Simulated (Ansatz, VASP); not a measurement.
# CdSiN2 in VASP and in Ansatz

Contents of INCAR:

```
SYSTEM = CdSiN2
  PREC = Accurate
  ENCUT = 520
  EDIFF = 1E-6
  ISMEAR = 0
  SIGMA = 0.01
  LREAL = .False.
  LASPH = .True.
  NELM = 100
  ALGO = Normal
  ISIF = 2
  LWAVE = .False.
  LCHARG = .False.
  NBANDS = 21
```

KPOINTS

```
Automatic mesh
0
Gamma
  8 8 6
  0 0 0
```

POSCAR

```
CdSiN2
1.0
    3.0339884445      0.0000000000      0.0000000000
    0.0000000000      3.0339884445      0.0000000000
    0.0000000000      0.0000000000      5.1102333224
Cd N Si
1 2 1
Direct
    0.0000000000      0.0000000000      0.0000000000
    0.0000000000      0.5000000000      0.3197391382
    0.5000000000      0.0000000000      0.6802608618
    0.5000000000      0.5000000000      0.5000000000
```

Input for Ansatz:

```yaml
crystal:
  lattice:
    - [3.0339884445, 0.0, 0.0]
    - [0.0, 3.0339884445, 0.0]
    - [0.0, 0.0, 5.1102333224]
  atoms:
    - { symbol: Cd, position: [0.0, 0.0, 0.0] }
    - { symbol: "N", position: [0.0, 0.5, 0.3197391382] }
    - { symbol: Si, position: [0.5, 0.5, 0.5] }
    - { symbol: "N", position: [0.5, 0.0, 0.6802608618] }
kpoints:
  mp_grid: { grid: [8, 8, 6] }
  band_path:
    path:
      - [0.0, 0.0, 0.0]
      - [0.0, 0.5, 0.0]
      - [0.5, 0.5, 0.0]
      - [0.0, 0.0, 0.5]
      - [0.0, 0.5, 0.5]
      - [0.5, 0.5, 0.5]
    npoints: 1
hamiltonian:
  xc: lda
scf:
  occupations: { method: fixed }
  n_extra_bands: 5
output:
  forces: true
  stress: true
  eigenvalues: true
```

Alike in both runs: task single point; functional LDA; k mesh 8 × 8 × 6; no spin polarisation.

|  | VASP | Ansatz |
| --- | --- | --- |
| version | VASP 6.6.1 | Ansatz 0.2.0 |
| potentials or method | VASP PAW LDA potentials, release 64 (Cd, N, Si) | plane waves, PAW |
| plane-wave cutoff (eV) | 520 | 420 |
| occupations | gaussian, width 0.01 eV | fixed |
| valence electrons in the cell | 26 | 34 |

Ansatz gave:

- gap on the k mesh at the Fermi level (eV): 1.16
- pressure (GPa): -5.7
- largest component of the traceless stress (GPa): 1.66
- rms of the force components (eV/Å): 0.081

Q: Estimate VASP's values.

A: gap on the k mesh at the Fermi level (eV): 1.20; pressure (GPa): -4.5; largest component of the traceless stress (GPa): 1.28; rms of the force components (eV/Å): 0.043.

The two sets of potentials don't hold the same shells in valence.

A k mesh can miss the band edges. Expect the measured gap to be larger: semilocal functionals such as LDA lack the derivative discontinuity.
